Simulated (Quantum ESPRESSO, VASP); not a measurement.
This is a calculation of Na2Sc for Quantum ESPRESSO 7.5. 

pw.in

```
&CONTROL
  calculation = 'scf'
  prefix = 'pwscf'
  outdir = './tmp'
  pseudo_dir = './pseudo'
  tprnfor = .true.
  tstress = .true.
  disk_io = 'nowf'
/
&SYSTEM
  ibrav = 0
  nat = 3
  ntyp = 2
  ecutwfc = 60
  ecutrho = 440
  nbnd = 22
  occupations = 'smearing'
  smearing = 'fd'
  degauss = 0.00367493
/
&ELECTRONS
  conv_thr = 6d-10
  electron_maxstep = 120
  mixing_beta = 0.5
/
ATOMIC_SPECIES
Na    22.9898 na_pbe_v1.5.uspp.F.UPF
Sc    44.9559 Sc_ONCV_PBE-1.0.oncvpsp.upf
CELL_PARAMETERS angstrom
   3.3730850600    0.0000000000    0.0000000000
  -1.6865425300    2.9211773500    0.0000000000
   0.0000000000    0.0000000000    5.6300470300
ATOMIC_POSITIONS crystal
Na     0.3333333300    0.6666666700    0.2500000000
Na     0.6666666700    0.3333333300    0.7500000000
Sc     0.0000000000    0.0000000000    0.0000000000
K_POINTS automatic
9 9 5 0 0 0
```

Potentials or basis: SSSP 1.3 efficiency PBE.

Run with:

```sh
$ OMP_NUM_THREADS=1 pw.x -in pw.in > pw.out
```

Problem. Translate it to VASP 6.6.1. Potentials or basis there: PBE PAW files Na_pv, Sc_sv, 520 eV.

Solution. As run (cutoffs and basis follow the program's own potentials, and thresholds, step limits or extra output files can differ):

File INCAR:

```
SYSTEM = Na2Sc
PREC     = Accurate       ! precision mode
ENCUT    = 520            ! plane-wave cutoff, eV
EDIFF    = 1E-7           ! SCF threshold, eV
ISMEAR   = -1             ! smearing method
SIGMA    = 0.05           ! smearing width, eV
LREAL    = .False.        ! projectors in reciprocal space
LASPH    = .True.         ! aspherical terms in the spheres
NELM     = 80             ! most SCF steps
ALGO     = Normal         ! electronic algorithm
ISIF     = 2              ! what is computed and relaxed
LWAVE    = .False.        ! write WAVECAR
LCHARG   = .False.        ! write CHGCAR
GGA      = PE             ! functional
NBANDS   = 20             ! bands
```

The input KPOINTS:

```
Automatic mesh
0
Gamma
  9 9 5
  0 0 0
```

POSCAR

```
Na2Sc
1.0
    3.3730850600      0.0000000000      0.0000000000
   -1.6865425300      2.9211773500      0.0000000000
    0.0000000000      0.0000000000      5.6300470300
Na Sc
2 1
Direct
    0.3333333300      0.6666666700      0.2500000000
    0.6666666700      0.3333333300      0.7500000000
    0.0000000000      0.0000000000      0.0000000000
```

Potentials or basis: VASP PAW PBE potentials, release 64 (Na_pv, Sc_sv).

Run with:

```bash
$ cat potpaw_PBE.64/Na_pv/POTCAR potpaw_PBE.64/Sc_sv/POTCAR > POTCAR
$ mpirun -np 1 vasp_std > vasp.out
```

Both were run:

|  | Quantum ESPRESSO | VASP |
| --- | --- | --- |
| Pressure | 29.5 GPa | 29.5 GPa |
| Largest force | 3.979 eV/Å | 3.978 eV/Å |

The potentials hold 29 and 25 valence electrons a cell.

The cell lies far from this level's equilibrium.

Pressure is positive in compression.
